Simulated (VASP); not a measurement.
VASP runs on CdS (wurtzite) share one base input (PBE GGA, plane waves, VASP's PBE PAW potentials (set 64)) and change the settings named in each case.

KPOINTS:
```
K-points
0
gamma
 7 7 4
0 0 0
```

### INCAR
```
ALGO  =  Normal
EDIFF  =  1E-6
ENCUT  =  400
GGA  =  PE
ISIF  =  2
ISMEAR  =  0
LASPH  =  .TRUE.
LCHARG  =  .FALSE.
LMAXMIX  =  4
LREAL  =  .FALSE.
LWAVE  =  .FALSE.
NELM  =  100
PREC  =  Accurate
SIGMA  =  0.05
SYSTEM  =  CdS
```

File POSCAR:
```
CdS
1.0
  2.0700000000  -3.5853450000   0.0000000000
  2.0700000000   3.5853450000   0.0000000000
  0.0000000000   0.0000000000   6.7200000000
Cd S
2 2
Cart
  2.0700000000  -1.1951173902   3.3600000000
  2.0700000000   1.1951173902   0.0000000000
  2.0700000000  -1.1951173902   5.8934400000
  2.0700000000   1.1951173902   2.5334400000
```

POTCAR, in this order: Cd S (PBE.64 set). Program: vasp_std.

```json
[
 {"change": "base run", "E(σ→0) (eV/atom)": "-3.0626", "pressure (GPa)": "2.48"},
 {"change": "ENCUT = 800, POTCAR Cd S_h (PBE.64 set)", "E(σ→0) (eV/atom)": "-3.0631", "pressure (GPa)": "2.93"},
 {"change": "ENCUT = 800, POTCAR Cd_sv_GW S (PBE.64 set)", "E(σ→0) (eV/atom)": "-3.1040", "pressure (GPa)": "?"},
 {"change": "ENCUT = 520", "E(σ→0) (eV/atom)": "-3.0640", "pressure (GPa)": "2.89"},
 {"change": "ENCUT = 800", "E(σ→0) (eV/atom)": "-3.0640", "pressure (GPa)": "2.90"}
]
```

Q: Fill in the missing entries.

A: 
- ENCUT = 800, POTCAR Cd_sv_GW S (PBE.64 set), pressure (GPa): 2.41

Energies of different potentials or functionals have different zeros.  The base run's pressure lies -0.42 GPa from that at 800 eV (Pulay error).

Left out are runs that ran out of time, are held back, or changed the cell or the kind of run, fixed moments of cells without a moment, rows past the twelfth, gaps on odd meshes, pressures of charged cells and columns that move by less than the noise.

The compound is CdS in the wurtzite structure. The cell was not relaxed at this level.
